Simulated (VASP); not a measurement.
# Sr2MgAl3: Ti into a neighbouring Al vacancy

Wanted: the minimum-energy path in Sr2MgAl3 for this move: Ti into a neighbouring Al vacancy. The start is a cell from a database of measured crystal structures.

Program: VASP 6.6.1. Level of theory: PBE; plane waves and PAW (Sr_sv, Al, Mg), in the first sound run; inputs show where later runs differ. Results are calculated unless marked as measured.

## (1) The host crystal

The structure is hexagonal, space group P6_3/mmc (No. 194). Conventional cell: a = 6.370 Å, b = 6.370 Å, c = 10.140 Å, α = 90.00°, β = 90.00°, γ = 120.00°. Nearest to Sr lie 9 Al at 3.64 to 3.72 Å and 3 Mg at 3.73 Å and 4 Sr at 3.86 to 3.87 Å. Nearest to Al lie 2 Mg at 3.13 Å and 4 Al at 3.18 to 3.19 Å and 6 Sr at 3.64 to 3.72 Å. Nearest to Mg lie 6 Al at 3.13 Å and 6 Sr at 3.73 Å. Farther neighbours are not listed.

## (2) Relax the host

First cell and atoms are relaxed at a raised cutoff, so that later runs start from this functional's own cell.

Contents of INCAR:

```
SYSTEM = Sr2MgAl3
PREC = Normal
ENCUT = 350
EDIFF = 1E-05
NELM = 120
ISMEAR = 1
SIGMA = 0.15
LREAL = Auto
ALGO = Fast
GGA = PE
NBANDS = 43
LORBIT = 11
LWAVE = .FALSE.
LCHARG = .FALSE.
NCORE = 3
LASPH = .TRUE.
IBRION = 2
NSW = 40
ISIF = 3
EDIFFG = -0.03
POTIM = 0.4
```

Contents of POSCAR:

```
Sr2MgAl3
1.0
    6.3699000000      0.0000000000      0.0000000000
   -3.1849500000      5.5164952196      0.0000000000
    0.0000000000      0.0000000000     10.1400000000
Sr Al Mg
4 6 2
Direct
    0.6666666667      0.3333333333      0.9403800000
    0.3333333333      0.6666666667      0.4403800000
    0.6666666667      0.3333333333      0.5596200000
    0.3333333333      0.6666666667      0.0596200000
    0.6672000000      0.8336000000      0.7500000000
    0.8336000000      0.1664000000      0.2500000000
    0.1664000000      0.3328000000      0.7500000000
    0.3328000000      0.1664000000      0.2500000000
    0.1664000000      0.8336000000      0.7500000000
    0.8336000000      0.6672000000      0.2500000000
    0.0000000000      0.0000000000      0.5000000000
    0.0000000000      0.0000000000      0.0000000000
```

Contents of KPOINTS:

```
Automatic mesh
0
Gamma
3 3 2
0 0 0
```

PAW data sets: Sr_sv, Al and Mg (PBE family, release 64).

Command:

```sh
mpirun -np 3 vasp_std
```

The log of the run:

```text
[banner, memory and clock lines left out]
running    3 mpi-ranks, on    1 nodes
 distrk:  each k-point on    3 cores,    1 groups
 distr:  one band on    3 cores,    1 groups

 POSCAR found type information on POSCAR SrAlMg
 POSCAR found :  3 types and      12 ions
 LDA part: xc-table for (Slater+PW92), standard interpolation
 POSCAR, INCAR and KPOINTS ok, starting setup
 FFT: planning ... GRIDC
 FFT: planning ... GRID_SOFT
 FFT: planning ... GRID
 WAVECAR not read
 entering main loop
       N       E                     dE             d eps       ncg     rms          rms(c)
DAV:   1     0.252639289279E+03    0.25264E+03   -0.20677E+04   524   0.873E+02
DAV:   2    -0.812975289970E+01   -0.26077E+03   -0.25306E+03   606   0.214E+02
DAV:   3    -0.312455045300E+02   -0.23116E+02   -0.22649E+02   752   0.468E+01
DAV:   4    -0.328097103779E+02   -0.15642E+01   -0.15569E+01   768   0.117E+01
DAV:   5    -0.328617506654E+02   -0.52040E-01   -0.52034E-01   709   0.204E+00    0.276E+01
RMM:   6    -0.327200504758E+02    0.14170E+00   -0.20874E-01   528   0.178E+00    0.161E+01
RMM:   7    -0.326779308435E+02    0.42120E-01   -0.31779E-01   552   0.254E+00    0.753E-01
RMM:   8    -0.326756611602E+02    0.22697E-02   -0.70800E-02   599   0.906E-01    0.318E-01
RMM:   9    -0.326784106366E+02   -0.27495E-02   -0.28081E-02   785   0.396E-01    0.249E-01
RMM:  10    -0.326789343229E+02   -0.52369E-03   -0.55429E-03   798   0.175E-01    0.198E-01
RMM:  11    -0.326790089941E+02   -0.74671E-04   -0.21380E-03   670   0.146E-01    0.779E-02
RMM:  12    -0.326791163709E+02   -0.10738E-03   -0.11698E-03   741   0.784E-02    0.351E-02
RMM:  13    -0.326791589782E+02   -0.42607E-04   -0.48831E-04   632   0.457E-02    0.244E-02
RMM:  14    -0.326791792486E+02   -0.20270E-04   -0.17432E-04   592   0.323E-02    0.270E-02
RMM:  15    -0.326791903438E+02   -0.11095E-04   -0.10368E-04   515   0.239E-02    0.116E-02
RMM:  16    -0.326791939092E+02   -0.35654E-05   -0.51963E-05   426   0.158E-02
   1 F= -.32679194E+02 E0= -.32683996E+02  d E =-.326792E+02
 curvature:   0.00 expect dE= 0.000E+00 dE for cont linesearch  0.000E+00
 trial: gam= 0.00000 g(F)=  0.149E-01 g(S)=  0.115E+01 ort = 0.000E+00 (trialstep = 0.100E+01)
 search vector abs. value=  0.117E+01
 bond charge predicted
       N       E                     dE             d eps       ncg     rms          rms(c)
DAV:   1    -0.361774375245E+02   -0.34982E+01   -0.74711E+01   562   0.371E+01    0.174E+01
RMM:   2    -0.341612988836E+02    0.20161E+01   -0.57399E+00   616   0.103E+01    0.506E+00
RMM:   3    -0.335463895272E+02    0.61491E+00   -0.15516E+00   606   0.528E+00    0.278E+00
RMM:   4    -0.334764859252E+02    0.69904E-01   -0.76531E-01   662   0.272E+00    0.161E+00
RMM:   5    -0.335153470711E+02   -0.38861E-01   -0.32065E-01   654   0.131E+00    0.826E-01
RMM:   6    -0.335268321892E+02   -0.11485E-01   -0.43729E-02   785   0.519E-01    0.598E-01
RMM:   7    -0.335336396341E+02   -0.68074E-02   -0.30623E-02   765   0.457E-01    0.178E-01
RMM:   8    -0.335344421644E+02   -0.80253E-03   -0.65161E-03   776   0.214E-01    0.213E-01
RMM:   9    -0.335348803767E+02   -0.43821E-03   -0.30222E-03   770   0.150E-01    0.324E-01
RMM:  10    -0.335348145607E+02    0.65816E-04   -0.10316E-03   670   0.144E-01    0.474E-02
RMM:  11    -0.335348595269E+02   -0.44966E-04   -0.46371E-04   697   0.726E-02    0.223E-02
RMM:  12    -0.335348850857E+02   -0.25559E-04   -0.20992E-04   577   0.413E-02    0.133E-02
RMM:  13    -0.335348965179E+02   -0.11432E-04   -0.89599E-05   502   0.265E-02    0.644E-03
RMM:  14    -0.335349011194E+02   -0.46015E-05   -0.50520E-05   425   0.189E-02
   2 F= -.33534901E+02 E0= -.33538253E+02  d E =-.855707E+00
[...]
WARNING in EDDRMM: call to ZHEGV failed, returncode =   8  4     23
[... from here on, the cycles between the ionic steps are left out ...]
   3 F= -.33677495E+02 E0= -.33679286E+02  d E =-.998301E+00
   4 F= -.33678904E+02 E0= -.33680564E+02  d E =-.999710E+00
   5 F= -.33706133E+02 E0= -.33706653E+02  d E =-.272290E-01
[...]
WARNING in EDDRMM: call to ZHEGV failed, returncode =   8  4     17
   6 F= -.33758263E+02 E0= -.33755293E+02  d E =-.793584E-01
[...]
WARNING in EDDRMM: call to ZHEGV failed, returncode =   6  3     24
   7 F= -.33697206E+02 E0= -.33691211E+02  d E =-.183017E-01
   8 F= -.33765825E+02 E0= -.33761626E+02  d E =-.869203E-01
   9 F= -.33766007E+02 E0= -.33761673E+02  d E =-.871025E-01
  10 F= -.33770254E+02 E0= -.33767252E+02  d E =-.424716E-02
  11 F= -.33770272E+02 E0= -.33767447E+02  d E =-.426542E-02
 curvature:  -1.27 expect dE=-0.121E-02 dE for cont linesearch -0.234E-07
 trial: gam= 0.27519 g(F)=  0.606E-04 g(S)=  0.895E-03 ort = 0.851E-05 (trialstep = 0.218E+01)
 search vector abs. value=  0.126E-02
 bond charge predicted
       N       E                     dE             d eps       ncg     rms          rms(c)
DAV:   1    -0.337744158610E+02   -0.41462E-02   -0.33062E-01   557   0.240E+00    0.434E-01
RMM:   2    -0.337721278771E+02    0.22880E-02   -0.12360E-02   579   0.491E-01    0.208E-01
RMM:   3    -0.337710342622E+02    0.10936E-02   -0.33324E-03   590   0.253E-01    0.126E-01
RMM:   4    -0.337710271958E+02    0.70664E-05   -0.49818E-04   680   0.864E-02    0.979E-02
RMM:   5    -0.337710276054E+02   -0.40966E-06   -0.14520E-04   621   0.424E-02    0.207E-02
RMM:   6    -0.337710301309E+02   -0.25255E-05   -0.10323E-04   576   0.325E-02    0.782E-03
RMM:   7    -0.337710339002E+02   -0.37693E-05   -0.25277E-05   432   0.171E-02
  12 F= -.33771034E+02 E0= -.33769050E+02  d E =-.761685E-03
 trial-energy change:   -0.000762  1 .order   -0.000790   -0.002085    0.000504
 step:   1.7517(harm=  1.7517)  dis= 0.00289  next Energy=   -33.771111 (dE=-0.839E-03)
 reached required accuracy - stopping structural energy minimisation
```

Elapsed: 80 s, on 3 MPI ranks of AMD EPYC 7R43, shared host; peak memory 0.37 GiB; 3.9 min of CPU time.

The logs omit lines about the potential files and the build; timing stands in the text.

From OUTCAR (step 2):

```text
ion  position               nearest neighbor table
   1  0.667  0.333  0.940-   6 3.64   8 3.64  10 3.64   7 3.72   5 3.72   9 3.72   9 3.72   7 3.72
                             5 3.72  12 3.73  12 3.73  12 3.73   3 3.86   4 3.87   4 3.87   4 3.87
   2  0.333  0.667  0.440-   9 3.64   5 3.64   7 3.64  10 3.72   8 3.72   6 3.72   6 3.72  10 3.72
                             8 3.72  11 3.73  11 3.73  11 3.73   4 3.86   3 3.87   3 3.87   3 3.87
   3  0.667  0.333  0.560-   6 3.64   8 3.64  10 3.64   7 3.72   5 3.72   9 3.72   9 3.72   7 3.72
                             5 3.72  11 3.73  11 3.73  11 3.73   1 3.86   2 3.87   2 3.87   2 3.87
   4  0.333  0.667  0.060-   9 3.64   5 3.64   7 3.64  10 3.72   8 3.72   6 3.72   6 3.72  10 3.72
                             8 3.72  12 3.73  12 3.73  12 3.73   2 3.86   1 3.87   1 3.87   1 3.87
   5  0.667  0.834  0.750-  11 3.13  12 3.13   9 3.18   7 3.18   9 3.19   7 3.19   2 3.64   4 3.64
                             3 3.72   1 3.72   1 3.72   3 3.72
   6  0.834  0.166  0.250-  11 3.13  12 3.13   8 3.18  10 3.18   8 3.19  10 3.19   3 3.64   1 3.64
                             4 3.72   2 3.72   2 3.72   4 3.72
   7  0.166  0.333  0.750-  11 3.13  12 3.13   5 3.18   9 3.18   5 3.19   9 3.19   2 3.64   4 3.64
                             3 3.72   1 3.72   3 3.72   1 3.72
   8  0.333  0.166  0.250-  11 3.13  12 3.13   6 3.18  10 3.18   6 3.19  10 3.19   1 3.64   3 3.64
                             2 3.72   4 3.72   2 3.72   4 3.72
   9  0.166  0.834  0.750-  11 3.13  12 3.13   5 3.18   7 3.18   5 3.19   7 3.19   4 3.64   2 3.64
                             1 3.72   3 3.72   3 3.72   1 3.72
  10  0.834  0.667  0.250-  11 3.13  12 3.13   6 3.18   8 3.18   6 3.19   8 3.19   1 3.64   3 3.64
                             2 3.72   4 3.72   4 3.72   2 3.72
  11  0.000  0.000  0.500-   5 3.13   8 3.13   6 3.13   9 3.13   7 3.13  10 3.13   2 3.73   3 3.73
                             3 3.73   2 3.73   3 3.73   2 3.73
  12  0.000  0.000  0.000-   5 3.13   8 3.13   6 3.13   9 3.13   7 3.13  10 3.13   1 3.73   4 3.73
                             1 3.73   4 3.73   1 3.73   4 3.73

  LATTYP: Found a hexagonal cell.
 ALAT       =     6.3699000000
 C/A-ratio  =     1.5918617247

 Subroutine GETGRP returns: Found 24 space group operations
 (whereof 12 operations were pure point group operations)

The static configuration has the point symmetry D_3d.
 The point group associated with its full space group is D_6h.

 Found      6 irreducible k-points:

   k-points           NKPTS =      6   k-points in BZ     NKDIM =      6   number of bands    NBANDS=     43

   dimension x,y,z NGX =    30 NGY =   30 NGZ =   48
   dimension x,y,z NGXF=    60 NGYF=   60 NGZF=   96

   ENCUT  =  350.0 eV  25.72 Ry    5.07 a.u.   9.72  9.72 15.47*2*pi/ulx,y,z

   NELECT =      62.0000    total number of electrons

 k-points in reciprocal lattice and weights: Automatic mesh
   0.00000000  0.00000000  0.00000000       0.056
   0.33333333 -0.00000000  0.00000000       0.333
   0.33333333  0.33333333  0.00000000       0.111
   0.00000000  0.00000000  0.50000000       0.056
   0.33333333 -0.00000000  0.50000000       0.333
   0.33333333  0.33333333  0.50000000       0.111

 average (electrostatic) potential at core
       1 -37.1801       2 -37.1801       3 -37.1801       4 -37.1801       5 -76.2165
       6 -76.2165       7 -76.2165       8 -76.2165       9 -76.2165      10 -76.2165
      11 -37.3322      12 -37.3322

 E-fermi :   4.0823

 k-point     1 :       0.0000    0.0000    0.0000
  band No.  band energies     occupation
    ...
     28       2.6411      2.00000
     29       2.9433      2.00000
     30       2.9433      2.00000
     31       3.3202      2.00000
     32       3.3202      2.00000
     33       4.2397     -0.05904
     34       4.8260     -0.00000
     35       4.8260     -0.00000
     36       5.1619     -0.00000
     37       5.7017     -0.00000
    ...

 k-point     2 :       0.3333   -0.0000    0.0000
  band No.  band energies     occupation
    ...
     28       3.6343      2.00020
     29       3.7582      2.00919
     30       3.8492      2.05042
     31       3.9746      1.93197
     32       4.0891      0.92353
     33       4.5291     -0.00021
     34       4.6421     -0.00000
     35       5.0138     -0.00000
     36       5.7143     -0.00000
     37       5.8462     -0.00000
    ...

 k-point     3 :       0.3333    0.3333    0.0000
  band No.  band energies     occupation
    ...
     26       3.3934      2.00000
     27       3.5030      2.00000
     28       3.5398      2.00000
     29       3.5398      2.00000
     30       3.5827      2.00003
     31       4.1446      0.35998
     32       4.1446      0.35998
     33       4.8094     -0.00000
     34       4.8850     -0.00000
     35       4.8850     -0.00000
    ...

  Total       -0.0924633     -0.0924633      0.1340596      0.0000000      0.0000000      0.0000000
  in kB       -0.4928158     -0.4928158      0.7145184      0.0000000      0.0000000      0.0000000
  external PRESSURE =      -0.0903711 kB  Pullay stress =       0.0000000 kB

  energy-cutoff  :      350.00
  volume of cell :      300.60
      direct lattice vectors                 reciprocal lattice vectors
     6.029078678 -0.000000000  0.000000000     0.165862821  0.095760945 -0.000000000
    -3.014539339  5.221335296 -0.000000000     0.000000000  0.191521889 -0.000000000
    -0.000000000  0.000000000  9.549103997    -0.000000000  0.000000000  0.104721867

 POSITION                                       TOTAL-FORCE (eV/Angst)
 -----------------------------------------------------------------------------------
      3.01454      1.74045      8.89863         0.000000      0.000000     -0.004481
     -0.00000      3.48089      4.12408         0.000000      0.000000     -0.004481
      3.01454      1.74045      5.42502         0.000000      0.000000      0.004481
     -0.00000      3.48089      0.65047         0.000000      0.000000      0.004481
      1.44343      4.31425      7.16183         0.002969      0.001714     -0.000000
      4.45797      0.90708      2.38728         0.002969     -0.001714      0.000000
      0.00000      1.81416      7.16183         0.000000     -0.003428      0.000000
      1.57111      0.90708      2.38728        -0.002969     -0.001714      0.000000
     -1.44343      4.31425      7.16183        -0.002969      0.001714     -0.000000
      3.01454      3.40717      2.38728         0.000000      0.003428     -0.000000
     -0.00000      0.00000      4.77455         0.000000      0.000000     -0.000000
     -0.00000      0.00000      0.00000         0.000000      0.000000     -0.000000
 -----------------------------------------------------------------------------------
    total drift:                               -0.000000      0.000000      0.000000

  FREE ENERGIE OF THE ION-ELECTRON SYSTEM (eV)
  ---------------------------------------------------
  free  energy   TOTEN  =       -33.7710339002 eV

  energy  without entropy=      -33.7650814263  energy(sigma->0) =      -33.76904974

 reached required accuracy - stopping structural energy minimisation

 total charge
# of ion       s       p       d       tot
------------------------------------------
    1        2.029   5.752   0.273   8.054
    2        2.029   5.752   0.273   8.054
    3        2.029   5.752   0.273   8.054
    4        2.029   5.752   0.273   8.054
    5        0.433   0.332   0.000   0.765
    6        0.433   0.332   0.000   0.765
    7        0.433   0.332   0.000   0.765
    8        0.433   0.332   0.000   0.765
    9        0.433   0.332   0.000   0.765
   10        0.433   0.332   0.000   0.765
   11        0.193   0.154   0.013   0.360
   12        0.193   0.154   0.013   0.360
--------------------------------------------------
tot         11.101  25.308   1.118  37.527

[... 3 further parts left out ...]
```

CONTCAR:

```
Sr2MgAl3
   1.00000000000000
     6.0290786776136143   -0.0000000000000000    0.0000000000000000
    -3.0145393388068071    5.2213352962565809   -0.0000000000000000
    -0.0000000000000000    0.0000000000000000    9.5491039970901213
  Sr              Al              Mg
     4     6     2
Direct
     0.6666666667000030    0.3333333332999970    0.9318812930705004
     0.3333333332999970    0.6666666667000030    0.4318812930705004
     0.6666666667000030    0.3333333332999970    0.5681187069294996
     0.3333333332999970    0.6666666667000030    0.0681187069294996
     0.6525483080670808    0.8262741540335369    0.7500000000000000
     0.8262741540335369    0.1737258459664631    0.2500000000000000
     0.1737258459664631    0.3474516919329192    0.7500000000000000
     0.3474516919329191    0.1737258459664631    0.2500000000000000
     0.1737258459664631    0.8262741540335369    0.7500000000000000
     0.8262741540335369    0.6525483080670808    0.2500000000000000
     0.0000000000000000    0.0000000000000000    0.5000000000000000
     0.0000000000000000    0.0000000000000000    0.0000000000000000
```

The k-mesh is coarse for a metal. After so large a change of volume the plane waves of the start cell no longer fit, so the final stress carries a basis-set error. The run keeps the 24 symmetry operations of its start, so it cannot find a distortion of lower symmetry.

Relaxation path:

```
step  energy less that of the first step (eV)  largest force (eV/Å)  pressure (GPa)  volume (Å³)
   1                                   0.0000                0.2337           -4.90       356.31
   2                                  -0.8557                0.2420           -2.22       320.16
   3                                  -0.9983                0.2516           -0.18       302.91
   4                                  -0.9997                0.2599            0.08       300.89
   5                                  -1.0269                0.2326            0.09       300.58
   6                                  -1.0791                0.1273            0.14       299.64
   7                                  -1.0180                0.3169            0.57       297.73
   8                                  -1.0866                0.0607            0.19       299.21
   9                                  -1.0868                0.0591            0.20       299.15
  10                                  -1.0911                0.0274           -0.11       301.34
  11                                  -1.0911                0.0198           -0.14       301.61
  12                                  -1.0918                0.0045           -0.01       300.60
```

```
conventional cell, symmetrised  before  after   change
                         a (Å)   6.370  6.029   -5.4 %
                         b (Å)   6.370  6.029   -5.4 %
                         c (Å)  10.140  9.549   -5.8 %
              volume (Å³/atom)   29.69  25.05  -15.6 %
```

The atoms that moved most (Å, as changes of fractional coordinates times the final cell):

```
atom      dx      dy      dz  length
 Sr1   0.000   0.000  -0.081   0.081
 Sr2   0.000   0.000  -0.081   0.081
 Sr3   0.000   0.000   0.081   0.081
 Sr4   0.000   0.000   0.081   0.081
 Al6  -0.066   0.038   0.000   0.077
 Al9   0.066  -0.038   0.000   0.077
Al10   0.000  -0.077   0.000   0.077
 Al7   0.000   0.077   0.000   0.077
```

The relaxed structure:

```xyz
12
Lattice="6.0291 0.0000 0.0000 -3.0145 5.2213 0.0000 0.0000 0.0000 9.5491" Properties=species:S:1:pos:R:3 pbc="T T T"
Sr    3.0145    1.7404    8.8986
Sr    0.0000    3.4809    4.1241
Sr    3.0145    1.7404    5.4250
Sr    0.0000    3.4809    0.6505
Al    1.4434    4.3143    7.1618
Al    4.4580    0.9071    2.3873
Al    0.0000    1.8142    7.1618
Al    1.5711    0.9071    2.3873
Al   -1.4434    4.3143    7.1618
Al    3.0145    3.4072    2.3873
Mg    0.0000    0.0000    4.7746
Mg    0.0000    0.0000    0.0000
```

Numbers from this step:

```yaml
electronic_cycles: 116
electrons: 62
free_energy_toten: -33.77 eV
energy_at_zero_smearing: -33.77 eV
fermi_energy: 4.082 eV
metallic: yes
```

The run ended after 12 ionic steps, 1.092 eV below its first step, once forces and stress met EDIFFG = -0.03.

An edge changed by 6 % against the database cell. In a metal the coarse mesh may share the blame.

(Part 1 of 5 ends here.)

[Lines on the potential files, build, host, timing and source positions are cut from VASP's logs without a mark.]

[Logs are printed without paths, hosts, clocks, repeated set-up lines and the standing remarks that a program may print on its own settings, such as how far it seeks lower states.]

[Hosts, paths, dates, database ids (printed as entryN), source tags and the programs' standing remarks are cut or masked in the printed files.]

[Runs that stopped without an error message from VASP are left out.]
